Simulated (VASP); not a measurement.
ZrGeSe, 6 atoms in the cell. It takes space group P4/nmm (No. 129, tetragonal). The conventional cell has a = 3.690 Å, b = 3.690 Å, c = 8.240 Å, α = 90.00°, β = 90.00°, γ = 90.00°. Zr (site symmetry 4mm) has 5 Se at 2.77 to 2.88 Å and 4 Ge at 2.88 Å as nearest neighbours. Ge (site symmetry -4m2) has 4 Ge at 2.61 Å and 4 Zr at 2.88 Å as nearest neighbours. Se (site symmetry 4mm) is surrounded by 5 Zr at 2.77 to 2.88 Å. 

```yaml
Program: VASP 6.6.1
Task: relaxation of cell and atoms
Functional: PBEsol
Potentials_or_basis: VASP PAW PBE potentials, release 64 (Zr_sv, Ge_d, Se)
Cutoff: 600 eV
k_mesh: 10 × 10 × 6
Occupations: methfessel-paxton, width 0.1 eV
Spin: no spin polarisation
Further_INCAR_settings: ALGO = Normal; EDIFF = 1e-06; IBRION = 2; EDIFFG = -0.01; NSW = 90; ISIF = 3
```

Potentials or basis: VASP PAW PBE potentials, release 64 (Zr_sv, Ge_d, Se).

Command:

```sh
$ cat potpaw_PBE.64/Zr_sv/POTCAR potpaw_PBE.64/Ge_d/POTCAR potpaw_PBE.64/Se/POTCAR > POTCAR
$ mpirun -np 4 vasp_std > vasp.out
```

Hardware: 4 MPI ranks on Intel(R) Xeon(R) 6975P-C (Granite Rapids), on a shared host.

**Question.** Estimate the wall time of this run.

**Answer.** Run time: 9.6 min on 4 MPI ranks on Intel(R) Xeon(R) 6975P-C (Granite Rapids), on a shared host, peak memory 0.55 GiB a rank. Counts: scf iterations 66, k points 84, ion steps 10.
